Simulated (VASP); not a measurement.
# Ga2O3 with rev-vdW-DF2: from relaxation to properties

Aim: relax Ga2O3, then compute properties on the relaxed cell. The steps: full relaxation (rev-vdW-DF2), second relaxation, density, ELF and potential (rev-vdW-DF2), band structure (rev-vdW-DF2), total and projected DOS (rev-vdW-DF2), volume scan with rev-vdW-DF2, fit for rev-vdW-DF2 and vibrations at Γ (rev-vdW-DF2). The start is a computed cell from the Materials Project.

Method: rev-vdW-DF2; plane waves and PAW (Ga_d, O), in VASP 6.6.1.

Most raw output is cut from this account.

## Step 1: The structure

Before any relaxation, the start is as follows. It takes space group R-3c (No. 167, trigonal). Conventional cell: a = 4.997 Å, b = 4.997 Å, c = 13.451 Å, α = 90.00°, β = 90.00°, γ = 120.00°. Nearest to Ga lie 6 O at 1.93 to 2.08 Å. Nearest to O lie 4 Ga at 1.93 to 2.08 Å. Farther neighbours and most contacts between anions are not listed.

Structure file:

```xyz
10
Lattice="2.4987 1.4426 4.4835 -2.4987 1.4426 4.4835 0.0000 -2.8852 4.4835" Properties=species:S:1:pos:R:3 pbc="T T T"
Ga    0.0000    0.0000   11.5082
Ga    0.0000    0.0000    8.6678
Ga    0.0000    0.0000    1.9425
Ga    0.0000    0.0000    4.7829
O     0.7575    1.5732    5.6044
O     0.9837   -1.4426    5.6044
O    -1.7412   -0.1306    5.6044
O    -0.7575   -1.5732    7.8462
O     1.7412    0.1306    7.8462
O    -0.9837    1.4426    7.8462
```

## Step 2: Full relaxation (rev-vdW-DF2)

Properties are meant for the cell that this level of theory prefers, so cell and atoms are relaxed first (ISIF = 3) until forces and stress are small; EDIFFG sets the threshold. rev-vdW-DF2 revises the exchange of vdW-DF2 for solids. LUSE_VDW switches on a nonlocal correlation term for dispersion.

INCAR reads:

```
SYSTEM = Ga2O3
PREC = Accurate
ENCUT = 520
EDIFF = 1E-06
NELM = 100
ISMEAR = 0
SIGMA = 0.05
LREAL = .FALSE.
ALGO = Normal
GGA = MK
AGGAC = 0
LUSE_VDW = .TRUE.
PARAM1 = 0.1234
PARAM2 = 0.711357
ZAB_VDW = -1.8867
LASPH = .TRUE.
NBANDS = 54
LORBIT = 11
LWAVE = .FALSE.
LCHARG = .FALSE.
KPAR = 8
IBRION = 2
NSW = 60
ISIF = 3
EDIFFG = -0.01
```

POSCAR reads:

```
Ga2O3
1.0
    2.4986991939      1.4426246522      4.4835497685
   -2.4986991939      1.4426246522      4.4835497685
    0.0000000000     -2.8852493044      4.4835497685
Ga O
4 6
Direct
    0.8555855800      0.8555855800      0.8555855800
    0.6444144200      0.6444144200      0.6444144200
    0.1444144200      0.1444144200      0.1444144200
    0.3555855800      0.3555855800      0.3555855800
    0.7500000000      0.4468328200      0.0531671800
    0.4468328200      0.0531671800      0.7500000000
    0.0531671800      0.7500000000      0.4468328200
    0.2500000000      0.5531671800      0.9468328200
    0.9468328200      0.2500000000      0.5531671800
    0.5531671800      0.9468328200      0.2500000000
```

KPOINTS reads:

```
Automatic mesh
0
Gamma
7 7 7
0 0 0
```

Potentials, in the order of the species: Ga_d and O (PBE family, release 64).

The run is started by

```console
$ mpirun -np 8 vasp_std
```

The job ended after 16 min (8 MPI ranks of AMD EPYC 7R43, shared host; peak memory 5.3 GiB; 2.1 h of CPU time).

The gap is read on the k-mesh alone, so it is an upper bound where the band edges lie off the mesh. The PAW data sets were made with PBE, which is usual practice but a small mismatch for other functionals. The run keeps the 12 symmetry operations of its start, so it cannot find a distortion of lower symmetry.

Relaxation path:

| step | energy less that of the first step (eV) | largest force (eV/Å) | pressure (GPa) | volume (Å³) |
| --- | --- | --- | --- | --- |
| 1 | 0.0000 | 0.0459 | 4.61 | 96.97 |
| 2 | -0.0024 | 0.0306 | -4.16 | 100.94 |
| 3 | -0.0280 | 0.0390 | -0.01 | 98.97 |
| 4 | -0.0280 | 0.0372 | -0.15 | 99.01 |
| 5 | -0.0282 | 0.0221 | 0.12 | 98.89 |
| 6 | -0.0282 | 0.0158 | 0.21 | 98.85 |
| 7 | -0.0284 | 0.0019 | 0.07 | 98.91 |

| conventional cell, symmetrised | before | after | change |
| --- | --- | --- | --- |
| a (Å) | 4.997 | 5.033 | +0.7 % |
| b (Å) | 4.997 | 5.033 | +0.7 % |
| c (Å) | 13.451 | 13.525 | +0.5 % |
| volume (Å³/atom) | 9.70 | 9.89 | +2.0 % |

The relaxed structure:

```cif
data_structure
_symmetry_space_group_name_H-M 'P 1'
_symmetry_Int_Tables_number 1
_cell_length_a 5.3636
_cell_length_b 5.3636
_cell_length_c 5.3636
_cell_angle_alpha 55.965
_cell_angle_beta 55.965
_cell_angle_gamma 55.965
_cell_volume 98.91
loop_
_atom_site_label
_atom_site_type_symbol
_atom_site_fract_x
_atom_site_fract_y
_atom_site_fract_z
_atom_site_occupancy
Ga1 Ga 0.85596 0.85596 0.85596 1
Ga2 Ga 0.64404 0.64404 0.64404 1
Ga3 Ga 0.14404 0.14404 0.14404 1
Ga4 Ga 0.35596 0.35596 0.35596 1
O5 O 0.75000 0.44727 0.05273 1
O6 O 0.44727 0.05273 0.75000 1
O7 O 0.05273 0.75000 0.44727 1
O8 O 0.25000 0.55273 0.94727 1
O9 O 0.94727 0.25000 0.55273 1
O10 O 0.55273 0.94727 0.25000 1
```

This step gave:

```yaml
electrons: 88
bands: 54
irreducible_k_points: 44
symmetry_operations: 12
free_energy_toten: -40.11 eV
fermi_energy: 4.407 eV
pressure: 0.06607 GPa
metallic: no
valence_top_at_k: -0.1429, 0.1429, 0
conduction_bottom_at_k: 0, 0, 0
least_direct_gap_at_k: 0, 0, 0
scf_cycles_over_all_ionic_steps: 53
gap_on_the_k_mesh: 2.574 eV
least_direct_gap_on_the_k_mesh: 2.813 eV
```

It ends with a largest force of 0.002 eV/Å and a pressure of 0.07 GPa.

## Step 3: Second relaxation

A relaxation keeps the plane waves of the cell it began with, so it is repeated from the new cell, on a basis made for it.

INCAR is that of step 2.

POSCAR reads:

```
Ga2O3
1.0
    2.5166420210      1.4529839482      4.5082001433
   -2.5166420210      1.4529839482      4.5082001433
    0.0000000000     -2.9059678965      4.5082001433
Ga O
4 6
Direct
    0.8559642655      0.8559642655      0.8559642655
    0.6440357345      0.6440357345      0.6440357345
    0.1440357345      0.1440357345      0.1440357345
    0.3559642655      0.3559642655      0.3559642655
    0.7500000000      0.4472698825      0.0527301175
    0.4472698825      0.0527301175      0.7500000000
    0.0527301175      0.7500000000      0.4472698825
    0.2500000000      0.5527301175      0.9472698825
    0.9472698825      0.2500000000      0.5527301175
    0.5527301175      0.9472698825      0.2500000000
```

KPOINTS is that of step 2.

The run is started by

```console
$ mpirun -np 8 vasp_std
```

Elapsed: 7.1 min, on 8 MPI ranks; peak memory 5.2 GiB; 57 min of CPU time.

Little changed from the start: no atom moved by 0.005 Å and no cell edge by 0.1 %.

This step gave:

| Property | Result |
| --- | --- |
| Fermi energy | 4.399 eV |
| pressure | 0.004499 GPa |
| SCF cycles over all ionic steps | 27 |
| gap on the k-mesh | 2.567 eV |
| least direct gap on the k-mesh | 2.806 eV |

It ends with a largest force of 0.002 eV/Å and a pressure of 0.00 GPa. The volume moved by only 0.06 %, so the volume is settled.

## Step 4: Density, ELF and potential (rev-vdW-DF2)

A single point on the relaxed cell gives a clean self-consistent state, with density, ELF and potential written out.

Edit INCAR of step 3 so:

```diff
@@ -19,7 +19,5 @@
 LWAVE = .FALSE.
-LCHARG = .FALSE.
-KPAR = 8
-IBRION = 2
-NSW = 60
-ISIF = 3
-EDIFFG = -0.01
+LCHARG = .TRUE.
+ISIF = 2
+LELF = .TRUE.
+LVHAR = .TRUE.
```

POSCAR reads:

```
Ga2O3
1.0
    2.5172560665      1.4533384675      4.5086859628
   -2.5172560665      1.4533384675      4.5086859628
    0.0000000000     -2.9066769352      4.5086859628
Ga O
4 6
Direct
    0.8559659972      0.8559659972      0.8559659972
    0.6440340028      0.6440340028      0.6440340028
    0.1440340028      0.1440340028      0.1440340028
    0.3559659972      0.3559659972      0.3559659972
    0.7500000000      0.4472636660      0.0527363340
    0.4472636660      0.0527363340      0.7500000000
    0.0527363340      0.7500000000      0.4472636660
    0.2500000000      0.5527363340      0.9472636660
    0.9472636660      0.2500000000      0.5527363340
    0.5527363340      0.9472636660      0.2500000000
```

KPOINTS is that of step 3.

The run is started by

```console
$ mpirun -np 8 vasp_std
```

The job ended after 1.9 min (8 MPI ranks; peak memory 1.9 GiB; 15 min of CPU time).

Numbers from this step:

```yaml
scf_cycles: 14
bands: 56
fermi_energy: 4.409 eV
pressure: 0.1079 GPa
```

Valence electrons inside each PAW sphere by angular momentum. Sphere charges, by row:

```csv
atom,s (e),p (e),d (e),tot (e)
Ga1,0.67,0.711,10.24,11.62
Ga2,0.67,0.711,10.24,11.62
Ga3,0.67,0.711,10.24,11.62
Ga4,0.67,0.711,10.24,11.62
O5,1.552,3.497,0,5.05
O6,1.552,3.497,0,5.05
O7,1.552,3.497,0,5.05
O8,1.552,3.497,0,5.05
O9,1.552,3.497,0,5.05
O10,1.552,3.497,0,5.05
```

Valence density in the ac plane of the conventional cell at fractional y = 0.000, with atoms of Ga and O within 0.2 Å of it. It is the smooth field of the valence electrons, not physical close to the nuclei.

Ten even steps from '_' (0 e/Å³) to '@' (14 e/Å³), each cell a mean:
```
____________________________
______..----..______________
++::__..::::..__________..==
@@==____________________::##
::________________________..
________________..====..____
________________..::::..____
==..______________________--
@@==____________________::##
::..__..--==..____________::
________::::..______________
____________________________
____________________________
________________::==::______
++::____________::--..__..==
@@==____________________::##
::..______________________..
______::==::________________
______::--..________________
==::______________________--
@@==____________________::##
::..____________--==::____::
________________::--..______
____________________________
```
Columns run along a (5.0 Å), rows up along c (13.5 Å), edges of the conventional cell, whose origin can differ from the input's. Atoms in or near the plane, at fractional coordinates: Ga at (0.00, 0.86), Ga at (0.00, 0.64), Ga at (0.00, 0.14), Ga at (0.00, 0.36), O at (0.67, 0.08), O at (0.70, 0.75), O at (0.64, 0.42), O at (0.33, 0.92), O at (0.36, 0.58), O at (0.30, 0.25).

Electrostatic potential energy in the ac plane of the conventional cell at fractional y = 0.000, with atoms of Ga and O within 0.2 Å of it. With pseudopotentials it is smooth inside the atoms' cores, unlike the true potential.

Ten even steps from '_' (-48 eV) to '@' (5 eV), each cell a mean:
```
@@@@@@@@%%%%%%@@@@@@@@@@@@@@
##%%@@**____==@@@@@@@@@@%%##
..--**##::::**@@@@@@@@%%++::
__..++%%@@@@@@@@@@@@@@##--__
--++%%@@@@@@@@@@@@%%%%%%**==
%%@@@@@@@@@@@@@@++____++@@%%
##%%@@@@@@@@@@@@**::::**%%%%
::--##@@@@@@@@@@@@@@@@%%++::
__..++%%%%%%@@@@@@@@@@##--__
--++##**____==@@@@@@@@%%**--
%%@@@@##::::**@@@@@@@@@@@@%%
@@@@@@@@@@@@@@@@@@@@@@@@@@@@
@@@@@@@@@@@@@@@@%%%%@@@@@@@@
##%%@@@@@@@@@@##..__--%%%%##
..--##@@@@@@@@%%--..==##++::
__..++%%@@@@@@@@@@@@@@##--__
--++%%%%##%%@@@@@@@@@@%%**==
%%@@##..__::%%@@@@@@@@@@@@%%
##%%%%--..==%%@@@@@@@@@@%%%%
::==##@@@@@@@@@@@@@@@@%%++::
__..++%%@@@@@@@@%%%%%%##--__
--++##@@@@@@@@%%..__--%%**==
%%@@@@@@@@@@@@%%--::++@@@@%%
@@@@@@@@@@@@@@@@@@@@@@@@@@@@
```
Columns run along a (5.0 Å; values clipped at the 3rd and 97th percentile), rows up along c (13.5 Å), edges of the conventional cell, whose origin can differ from the input's. Atoms in or near the plane, at fractional coordinates: Ga at (0.00, 0.86), Ga at (0.00, 0.64), Ga at (0.00, 0.14), Ga at (0.00, 0.36), O at (0.67, 0.08), O at (0.70, 0.75), O at (0.64, 0.42), O at (0.33, 0.92), O at (0.36, 0.58), O at (0.30, 0.25).

ELF in the ac plane of the conventional cell at fractional y = 0.000, with atoms of Ga and O within 0.2 Å of it. It is the smooth field of the valence electrons, not physical close to the nuclei.

Values, 24 rows by 14 columns, each cell a mean:
```
0.05 0.09 0.28 0.53 0.66 0.66 0.50 0.23 0.09 0.07 0.05 0.03 0.04 0.04
0.15 0.20 0.52 0.79 0.69 0.64 0.77 0.55 0.15 0.03 0.04 0.08 0.12 0.15
0.08 0.18 0.40 0.72 0.74 0.74 0.80 0.55 0.14 0.03 0.06 0.13 0.17 0.10
0.06 0.09 0.21 0.30 0.48 0.54 0.42 0.18 0.10 0.15 0.17 0.18 0.15 0.05
0.12 0.15 0.13 0.08 0.07 0.08 0.09 0.24 0.51 0.67 0.68 0.51 0.26 0.15
0.10 0.10 0.08 0.05 0.03 0.03 0.16 0.56 0.77 0.64 0.66 0.79 0.50 0.15
0.13 0.12 0.09 0.05 0.03 0.03 0.13 0.49 0.75 0.70 0.73 0.76 0.43 0.16
0.09 0.14 0.15 0.11 0.13 0.16 0.12 0.15 0.35 0.51 0.52 0.37 0.22 0.11
0.05 0.09 0.25 0.44 0.64 0.69 0.59 0.28 0.08 0.07 0.10 0.16 0.14 0.04
0.13 0.21 0.46 0.77 0.68 0.66 0.80 0.60 0.16 0.03 0.06 0.12 0.17 0.15
0.12 0.18 0.49 0.76 0.74 0.71 0.74 0.47 0.12 0.03 0.03 0.06 0.09 0.11
0.03 0.05 0.17 0.37 0.51 0.51 0.34 0.16 0.13 0.14 0.10 0.05 0.03 0.03
0.04 0.04 0.03 0.04 0.06 0.07 0.14 0.38 0.60 0.68 0.61 0.41 0.15 0.05
0.15 0.14 0.10 0.06 0.03 0.06 0.34 0.73 0.73 0.63 0.78 0.70 0.31 0.16
0.09 0.14 0.17 0.09 0.04 0.05 0.33 0.74 0.78 0.71 0.77 0.56 0.27 0.11
0.05 0.09 0.19 0.17 0.17 0.11 0.11 0.31 0.51 0.52 0.40 0.23 0.15 0.04
0.13 0.20 0.38 0.63 0.69 0.61 0.37 0.13 0.08 0.07 0.07 0.10 0.15 0.14
0.11 0.29 0.71 0.75 0.58 0.73 0.71 0.32 0.06 0.03 0.04 0.07 0.09 0.11
0.13 0.26 0.65 0.78 0.70 0.76 0.65 0.27 0.06 0.03 0.04 0.07 0.11 0.12
0.09 0.16 0.29 0.46 0.55 0.44 0.23 0.11 0.15 0.15 0.12 0.12 0.16 0.11
0.06 0.08 0.18 0.12 0.08 0.06 0.15 0.47 0.67 0.68 0.55 0.32 0.17 0.04
0.12 0.17 0.15 0.08 0.03 0.06 0.38 0.77 0.75 0.64 0.77 0.64 0.30 0.15
0.12 0.10 0.07 0.04 0.03 0.05 0.28 0.66 0.74 0.70 0.78 0.66 0.29 0.13
0.03 0.03 0.04 0.07 0.13 0.14 0.13 0.25 0.44 0.52 0.45 0.26 0.09 0.03
```
Columns run along a (5.0 Å), rows up along c (13.5 Å), edges of the conventional cell, whose origin can differ from the input's. Atoms in or near the plane, at fractional coordinates: Ga at (0.00, 0.86), Ga at (0.00, 0.64), Ga at (0.00, 0.14), Ga at (0.00, 0.36), O at (0.67, 0.08), O at (0.70, 0.75), O at (0.64, 0.42), O at (0.33, 0.92), O at (0.36, 0.58), O at (0.30, 0.25).

In this run the pressure is 0.11 GPa, small enough to go on.

## Step 5: Band structure (rev-vdW-DF2)

Levels along the symmetry lines show where the bands peak and cross; KPOINTS_OPT computes them in the converged potential.

Edit INCAR of step 4 so:

```diff
@@ -16,8 +16,6 @@
 LASPH = .TRUE.
-NBANDS = 54
+NBANDS = 68
 LORBIT = 11
 LWAVE = .FALSE.
-LCHARG = .TRUE.
-ISIF = 2
-LELF = .TRUE.
-LVHAR = .TRUE.
+LCHARG = .FALSE.
+KPAR = 8
```

POSCAR is that of step 4.

KPOINTS is that of step 4.

KPOINTS_OPT reads:

```
Line mode
12
Line-mode
Reciprocal
  0.00000000   0.00000000   0.00000000 GAMMA
  0.50000000   0.00000000   0.00000000 L

  0.50000000   0.00000000   0.00000000 L
  0.50000000   0.23593621  -0.23593621 B1

  0.76406379   0.50000000   0.23593621 B
  0.50000000   0.50000000   0.50000000 Z

  0.50000000   0.50000000   0.50000000 Z
  0.00000000   0.00000000   0.00000000 GAMMA

  0.00000000   0.00000000   0.00000000 GAMMA
  0.36796810   0.00000000  -0.36796810 X

  0.63203190   0.36796810   0.00000000 Q
  0.50000000   0.50000000   0.00000000 F

  0.50000000   0.50000000   0.00000000 F
  0.63203190   0.63203190   0.23593621 P1

  0.63203190   0.63203190   0.23593621 P1
  0.50000000   0.50000000   0.50000000 Z

  0.50000000   0.00000000   0.00000000 L
  0.76406379   0.36796810   0.36796810 P
```

The run is started by

```console
$ mpirun -np 8 vasp_std
```

Wall time 6 min (8 MPI ranks); peak memory 5.4 GiB; 47 min of CPU time.

Spin-orbit coupling is off here; it would split degenerate levels.

Numbers from this step:

```
bands                             : 68
Fermi energy                      : 4.362 eV
pressure                          : 0.05787 GPa
least gap on mesh and path        : 2.561 eV
least direct gap on mesh and path : 2.806 eV
valence top at k                  : 0.1673, 0, -0.1673
```

The electronic bands at the labelled points (eV, zero at the valence-band top; v1 is the highest filled band, c1 the lowest empty one):

```csv
point,v4,v3,v2,v1,c1,c2,c3,c4
Γ,-0.32,-0.32,-0.25,-0.25,2.56,6.39,6.61,8.55
0.55 of the way,-0.62,-0.56,-0.19,-0.04,4.35,6.22,7.02,7.75
L,-0.95,-0.95,-0.15,-0.15,6.15,6.15,6.46,6.46
0.45 of the way,-0.59,-0.59,-0.22,-0.22,6.15,6.15,6.61,6.61
B1,-0.56,-0.56,-0.33,-0.33,6.43,6.43,6.96,6.96
jump to B,-0.56,-0.56,-0.33,-0.33,6.43,6.43,6.96,6.96
0.55 of the way,-0.75,-0.75,-0.40,-0.40,6.05,6.05,7.53,7.53
Z,-0.30,-0.30,-0.30,-0.30,5.61,5.61,7.58,7.58
0.45 of the way,-0.36,-0.36,-0.22,-0.22,4.08,6.43,6.60,8.62
Γ,-0.32,-0.32,-0.25,-0.25,2.56,6.39,6.61,8.55
0.45 of the way,-0.60,-0.25,-0.22,0.00,4.37,6.13,7.13,7.71
X,-0.60,-0.49,-0.48,-0.18,6.23,6.34,6.90,6.91
jump to Q,-0.60,-0.49,-0.48,-0.18,6.23,6.34,6.90,6.91
0.45 of the way,-0.75,-0.63,-0.32,-0.16,6.24,6.45,7.15,7.20
F,-0.85,-0.69,-0.25,-0.15,6.27,6.46,7.30,7.39
0.55 of the way,-0.77,-0.71,-0.31,-0.20,6.27,6.59,7.16,7.33
P1,-0.70,-0.60,-0.48,-0.31,6.29,6.77,6.87,7.28
0.45 of the way,-0.80,-0.74,-0.41,-0.41,6.05,6.10,7.49,7.57
Z,-0.30,-0.30,-0.30,-0.30,5.61,5.61,7.58,7.58
jump to L,-0.95,-0.95,-0.15,-0.15,6.15,6.15,6.46,6.46
0.45 of the way,-0.78,-0.60,-0.35,-0.23,6.07,6.31,6.62,6.79
P,-0.70,-0.60,-0.48,-0.31,6.29,6.77,6.87,7.28
```

Of the projections kept (Ga, O), the largest for each band there; the rest of the weight can lie on other orbitals:

```
point      v4      v3      v2      v1       c1       c2       c3       c4
    Γ  O 0.88  O 0.91  O 0.94  O 0.94  Ga 0.62  Ga 0.67  Ga 0.67   O 0.53
    L  O 0.90  O 0.90  O 0.92  O 0.92  Ga 0.57  Ga 0.57  Ga 0.58  Ga 0.58
   B1  O 0.89  O 0.89  O 0.89  O 0.89  Ga 0.60  Ga 0.60  Ga 0.54  Ga 0.54
    B  O 0.89  O 0.89  O 0.89  O 0.89  Ga 0.60  Ga 0.60  Ga 0.55  Ga 0.55
    Z  O 0.90  O 0.90  O 0.90  O 0.90  Ga 0.52  Ga 0.52  Ga 0.70  Ga 0.70
    Γ  O 0.88  O 0.91  O 0.94  O 0.94  Ga 0.62  Ga 0.67  Ga 0.67   O 0.53
```

The path finds the gap of the mesh within 0.02 eV, so the mesh comes close to both band edges.

(Part 1 of 2 ends here.)

[Lines on the potential files, build, host, timing and source positions are cut from VASP's logs without a mark.]

[Logs are printed without paths, hosts, clocks, repeated set-up lines and the standing remarks that a program may print on its own settings, such as how far it seeks lower states.]

[Hosts, paths, dates, database ids (printed as entryN), source tags and the programs' standing remarks are cut or masked in the printed files.]

[A measured line is paired with the nearest computed mode of its activity, which favours agreement.]
